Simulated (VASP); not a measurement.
# BiPbBrO2 (I4mm) in VASP: single point with LDA

Aim: the single point of BiPbBrO2 with LDA.

Everything below comes from runs of VASP 6.6.1. Logs are shortened: lines on timing, memory, paths and dates and some standing lists are left out, and cuts for length are marked.

## (1) The structure

The structure is tetragonal, space group I4mm (No. 107). The conventional cell has a = 4.010 Å, b = 4.010 Å, c = 13.193 Å, α = 90.00°, β = 90.00°, γ = 90.00°. Around Bi (site symmetry 4mm) lie 4 O at 2.29 Å. Around Pb (site symmetry 4mm) lie 4 O at 2.43 Å. Br (site symmetry 4mm) is surrounded by 4 Bi at 3.49 Å and 4 Pb at 3.52 Å and 8 O at 3.72 to 4.00 Å. O (site symmetry 2mm) has 2 Bi at 2.29 Å and 2 Pb at 2.43 Å as nearest neighbours.

The cell comes from a database or a generator and needn't be the stable form of this composition.

## (2) Single point, LDA

INCAR reads:

```
  PREC = Accurate
  ENCUT = 520
  EDIFF = 1E-6
  ISMEAR = 0
  SIGMA = 0.1
  LREAL = False
  LASPH = True
  NELM = 100
  ALGO = Normal
  ISIF = 2
  LWAVE = False
  LCHARG = False
  GGA = CA
  NBANDS = 32
```

KPOINTS reads:

```
Automatic mesh
0
Gamma
  6 6 6
```

POSCAR reads:

```
BiPbBrO2
1.0
   -2.0049510000      2.0049510000      6.5965800000
    2.0049510000     -2.0049510000      6.5965800000
    2.0049510000      2.0049510000     -6.5965800000
Bi Pb Br O
1 1 1 2
Direct
    0.3404330000      0.3404330000      0.0000000000
    0.6521740000      0.6521740000      0.0000000000
    0.9940500000      0.9940500000      0.0000000000
    0.7566710000      0.2566710000      0.5000000000
    0.2566710000      0.7566710000      0.5000000000
```

Potentials or basis: VASP PAW LDA potentials, release 64 (Bi_d, Pb_d, Br, O).

The run is started by

```bash
$ cat potpaw_LDA.64/Bi_d/POTCAR potpaw_LDA.64/Pb_d/POTCAR potpaw_LDA.64/Br/POTCAR potpaw_LDA.64/O/POTCAR > POTCAR
$ mpirun -np 1 vasp_std > vasp.out
```

OUTCAR:

```text
PREC = Accurate
   ENCUT = 520
   EDIFF = 1E-6
   ISMEAR = 0
   LREAL = False
   LASPH = True
   NELM = 100
   ISIF = 2
   GGA = CA

 ion  position               nearest neighbor table
   1  0.340  0.340  0.000-   4 2.29   5 2.29   5 2.29   4 2.29   2 3.77   2 3.77   2 3.77   2 3.77

   2  0.652  0.652  0.000-   5 2.43   4 2.43   4 2.43   5 2.43   1 3.77   1 3.77   1 3.77   1 3.77

   3  0.994  0.994  0.000-
   4  0.757  0.257  0.500-   1 2.29   1 2.29   2 2.43   2 2.43
   5  0.257  0.757  0.500-   1 2.29   1 2.29   2 2.43   2 2.43

  LATTYP: Found a body centered tetragonal cell.
 ALAT       =     4.0099020000
 C/A-ratio  =     3.2901452454

  Lattice vectors:

 A1 = (  -2.0049510000,   2.0049510000,   6.5965800000)
 A2 = (   2.0049510000,  -2.0049510000,   6.5965800000)
 A3 = (   2.0049510000,   2.0049510000,  -6.5965800000)

Analysis of symmetry for initial positions (statically):
=====================================================================
 Subroutine PRICEL returns:
 Original cell was already a primitive cell.

 Routine SETGRP: Setting up the symmetry group for a
 body centered tetragonal supercell.

 Subroutine GETGRP returns: Found  8 space group operations
 (whereof  8 operations were pure point group operations)
 out of a pool of 16 trial point group operations.

The static configuration has the point symmetry C_4v.

Analysis of symmetry for dynamics (positions and initial velocities):
=====================================================================
 Subroutine PRICEL returns:
 Original cell was already a primitive cell.

 Routine SETGRP: Setting up the symmetry group for a
 body centered tetragonal supercell.

 Subroutine GETGRP returns: Found  8 space group operations
 (whereof  8 operations were pure point group operations)
 out of a pool of 16 trial point group operations.

The dynamic configuration has the point symmetry C_4v.

 Subroutine INISYM returns: Found  8 space group operations
 (whereof  8 operations are pure point group operations),
 and found     1 'primitive' translations

----------------------------------------------------------------------------------------

                                     Primitive cell

  volume of cell :     106.0685

  direct lattice vectors                    reciprocal lattice vectors
    -2.004951000  2.004951000  6.596580000     0.000000000  0.249382653  0.075796852
     2.004951000 -2.004951000  6.596580000     0.249382653  0.000000000  0.075796852
     2.004951000  2.004951000 -6.596580000     0.249382653  0.249382653  0.000000000

  length of vectors
     7.180147960  7.180147960  7.180147960     0.260647023  0.260647023  0.352680330

  position of ions in fractional coordinates (direct lattice)
     0.340433000  0.340433000  0.000000000
     0.652174000  0.652174000  0.000000000
     0.994050000  0.994050000  0.000000000
     0.756671000  0.256671000  0.500000000
     0.256671000  0.756671000  0.500000000

  ion indices of the primitive-cell ions
   primitive index   ion index
                 1           1
                 2           2
                 3           3
                 4           4
                 5           5

----------------------------------------------------------------------------------------

 KPOINTS: Automatic mesh

Automatic generation of k-mesh.
 Grid dimensions read from file:
 generate k-points for:    6    6    6

 Generating k-lattice:

  Cartesian coordinates                     Fractional coordinates (reciprocal lattice)
     0.000000000  0.041563776  0.012632809     0.166666667  0.000000000  0.000000000
     0.041563776  0.000000000  0.012632809     0.000000000  0.166666667  0.000000000
     0.041563776  0.041563776  0.000000000     0.000000000  0.000000000  0.166666667

  Length of vectors
     0.043441170  0.043441170  0.058780055

  Shift w.r.t. Gamma in fractional coordinates (k-lattice)
     0.000000000  0.000000000  0.000000000

 Subroutine IBZKPT returns following result:
 ===========================================

 Found     30 irreducible k-points:

 Following reciprocal coordinates:
            Coordinates               Weight
  0.000000  0.000000  0.000000      1.000000
  0.166667  0.000000  0.000000      8.000000
  0.333333  0.000000  0.000000      8.000000
  0.500000  0.000000  0.000000      4.000000
  0.166667  0.166667  0.000000      8.000000
  0.333333  0.166667  0.000000     16.000000
[... 16 lines left out ...]
 -0.333333 -0.333333  0.166667      8.000000
 -0.166667 -0.333333  0.166667      8.000000
 [... further k-points ...]
   k-points           NKPTS =     30   k-points in BZ     NKDIM =     30   number of bands    NBANDS=     32
   number of dos      NEDOS =    301   number of ions     NIONS =      5
   total plane-waves  NPLWV = 157464
   dimension x,y,z NGX =    54 NGY =   54 NGZ =   54
   dimension x,y,z NGXF=   108 NGYF=  108 NGZF=  108
   ions per type =               1   1   1   2
   NGX,Y,Z   is equivalent  to a cutoff of  12.50, 12.50, 12.50 a.u.
   NGXF,Y,Z  is equivalent  to a cutoff of  25.01, 25.01, 25.01 a.u.
 SYSTEM =  unknown system
   PREC   = accura    normal or accurate (medium, high low for compatibility)
   ISTART =      0    job   : 0-new  1-cont  2-samecut
   ICHARG =      2    charge: 1-file 2-atom 10-const
   ISPIN  =      1    spin polarized calculation?
   LNONCOLLINEAR =      F non collinear calculations
   LSORBIT =      F    spin-orbit coupling
   LASPH  =      T    aspherical Exc in radial PAW
   ENCUT  =  520.0 eV  38.22 Ry    6.18 a.u.  13.35 13.35 13.35*2*pi/ulx,y,z
   NELM   =    100;   NELMIN=  2; NELMDL= -5     # of ELM steps
   EDIFF  = 0.1E-05   stopping-criterion for ELM
   LREAL  =      F    real-space projection
   EDIFFG = 0.1E-04   stopping-criterion for IOM
   NSW    =      0    number of steps for IOM
   IBRION =     -1    ionic relax: 0-MD 1-quasi-New 2-CG
   NFREE  =      0    steps in history (QN), initial steepest desc. (CG)
   ISIF   =      2    stress and relaxation
   ISYM   =      2    0-nonsym 1-usesym 2-fastsym
   POTIM  = 0.5000    time-step for ionic-motion
   TEBEG  =    0.0;   TEEND  =   0.0 temperature during run
   PSTRESS=    0.0 pullay stress
   NELECT =      48.0000    total number of electrons
   NUPDOWN=      -1.0000    fix difference up-down
   EMIN   =  10.00;   EMAX   =-10.00  energy-range for DOS
   EFERMI =   0.00;   METHOD = LEGACY
   ISMEAR =     0;   SIGMA  =   0.10  broadening in eV -4-tet -1-fermi 0-gaus
   EFERMI_NEDOS =   21; number of points for ismear=-14 and -15
   IALGO  =     38    algorithm
   IMIX   =      4    mixing-type and parameters
     AMIX     =   0.40;   BMIX     =  1.00
     AMIX_MAG =   1.60;   BMIX_MAG =  1.00
  volume/ion in A,a.u.               =      21.21       143.16
  Fermi-wavevector in a.u.,A,eV,Ry     =   1.256878  2.375155 21.493699  1.579742
  Thomas-Fermi vector in A             =   2.390564
   LORBIT       =      0    0 simple, 1 ext, 2 COOP (PROOUT), +10 PAW based schemes
   GGA     = CA    functional components
   LHFCALC =     F    Hartree Fock is set to
   AEXX    =    0.0000 exact exchange contribution
   IVDW    =     0    specifies the selected vdW correction
   LEPSILON=     F    determine dielectric tensor
   LRPA    =     F    only Hartree local field effects (RPA)
 non-spin polarized calculation
 Gauss-broadening in eV      SIGMA  =   0.10
  energy-cutoff  :      520.00
  volume of cell :      106.07
 maximum number of plane-waves:      2896
 NGX is ok and might be reduce to    54
   NGX = 27   NGY = 27   NGZ = 27

 number of electron      48.0000006 magnetization

 Free energy of the ion-electron system (eV)
  ---------------------------------------------------
  ext. energy  EPLUGINS =         0.00000000
  ---------------------------------------------------
  free energy    TOTEN  =       -28.35704886 eV

  energy without entropy =      -28.35704886  energy(sigma->0) =      -28.35704886

 E-fermi :   4.3388     XC(G=0): -10.2151

 val. band max:        3.8207825642   @ k =  -0.3333   0.3333   0.3333
 cond. band min:       5.5021491070   @ k =   0.0000   0.0000   0.0000
 fundamental gap:      1.6813665428
 Fermi energy:         4.3387799069

 k-point     1 :       0.0000    0.0000    0.0000
  band No.  band energies     occupation
      1     -18.3516      2.00000
      2     -18.2576      2.00000
      3     -18.2410      2.00000
      4     -18.2410      2.00000
      5     -18.1601      2.00000
      6     -13.9155      2.00000
[... 24 lines left out ...]
     31      10.9990      0.00000
     32      12.2947      0.00000

 k-point     2 :       0.1667    0.0000    0.0000
  band No.  band energies     occupation
      1     -18.3407      2.00000
      2     -18.2640      2.00000
      3     -18.2406      2.00000
      4     -18.2406      2.00000
      5     -18.1631      2.00000
      6     -13.7883      2.00000
[... 24 lines left out ...]
     31      11.5452      0.00000
     32      12.9938      0.00000

 k-point     3 :       0.3333    0.0000    0.0000
  band No.  band energies     occupation
      1     -18.3243      2.00000
      2     -18.2839      2.00000
      3     -18.2397      2.00000
      4     -18.2268      2.00000
      5     -18.1690      2.00000
      6     -13.4596      2.00000
[... 24 lines left out ...]
     31      11.9289      0.00000
     32      13.8804      0.00000

 k-point     4 :       0.5000    0.0000    0.0000
  band No.  band energies     occupation
      1     -18.3206      2.00000
      2     -18.2922      2.00000
      3     -18.2393      2.00000
      4     -18.2169      2.00000
      5     -18.1720      2.00000
      6     -13.1695      2.00000
[... 654 lines left out ...]
     31      11.6173      0.00000
     32      13.6775      0.00000

 k-point    23 :      -0.3333   -0.3333    0.1667
  band No.  band energies     occupation
      1     -18.3312      2.00000
      2     -18.2700      2.00000
      3     -18.2410      2.00000
      4     -18.2374      2.00000
      5     -18.1662      2.00000
      6     -13.6666      2.00000
[... 24 lines left out ...]
     31      11.8300      0.00000
     32      12.4821      0.00000

 k-point    24 :      -0.1667   -0.3333    0.1667
  band No.  band energies     occupation
      1     -18.3407      2.00000
      2     -18.2640      2.00000
      3     -18.2406      2.00000
      4     -18.2406      2.00000
      5     -18.1631      2.00000
      6     -13.7856      2.00000
[... 24 lines left out ...]
     31      11.5016      0.00000
     32      12.2489      0.00000

 [... further k-points ...]
[... 5 lines left out ...]
  --------------------------------------------------------------------------------------
  -------------------------------------------------------------------------------------
  Total       -4.0555933     -4.0555933     -3.5872302      0.0000000      0.0000000      0.0000000
  in kB      -61.2602307    -61.2602307    -54.1855491      0.0000000      0.0000000      0.0000000
  external PRESSURE =     -58.9020035 kB  Pullay stress =       0.0000000 kB

 VOLUME and BASIS-vectors are now :
 -----------------------------------------------------------------------------
  energy-cutoff  :      520.00
  volume of cell :      106.07
      direct lattice vectors                 reciprocal lattice vectors
    -2.004951000  2.004951000  6.596580000     0.000000000  0.249382653  0.075796852
     2.004951000 -2.004951000  6.596580000     0.249382653  0.000000000  0.075796852
     2.004951000  2.004951000 -6.596580000     0.249382653  0.249382653  0.000000000

 POSITION                                       TOTAL-FORCE (eV/Angst)
 -----------------------------------------------------------------------------------
      0.00000      0.00000      4.49139         0.000000      0.000000     -0.591182
      0.00000      0.00000      8.60424         0.000000      0.000000      0.629111
      0.00000      0.00000     13.11466        -0.000000     -0.000000     -0.089956
      0.00000      2.00495      3.38630        -0.000000     -0.000000      0.026013
      2.00495      0.00000      3.38630        -0.000000     -0.000000      0.026013
 -----------------------------------------------------------------------------------
    total drift:                               -0.000001     -0.000001      0.002150

  FREE ENERGIE OF THE ION-ELECTRON SYSTEM (eV)
  ---------------------------------------------------
  free  energy   TOTEN  =       -28.3570488581 eV

  energy  without entropy=      -28.3570488581  energy(sigma->0) =      -28.35704886
```

Wall time 3.3 min (1 thread of Intel Xeon Platinum 8488C (Sapphire Rapids), shared host); peak memory 0.39 GiB.

Results:

```
Free energy            : -28.3570 eV
Pressure               : -5.9 GPa
Largest force          : 0.629 eV/Å
Band gap on the k mesh : 1.68 eV, indirect (least direct gap 1.98 eV)
```

Forces in eV/Å, atoms in the order of the input:
```
Bi   0.000  0.000 -0.591
Pb   0.000  0.000  0.629
Br   0.000  0.000 -0.090
O    0.000  0.000  0.026
O    0.000  0.000  0.026
```

Levels at points of the mesh, in eV from the valence-band top:
```
           k point  band 22  band 23  band 24  band 25  band 26  band 27
(0.00, 0.00, 0.00)    -1.02    -1.02    -0.30     1.68     4.58     5.25
(0.50, 0.00, 0.00)    -1.01    -0.76    -0.10     3.39     4.45     5.18
(0.50, 0.50, 0.00)    -1.15    -1.01    -0.42     2.38     3.91     4.63
(0.50, 0.50, 0.50)    -0.94    -0.94    -0.51     1.81     4.25     4.57
```

Caveat: spin-orbit coupling is left out, which as a rule narrows the gap of such compounds by several tenths of an eV. A k mesh can miss the band edges.
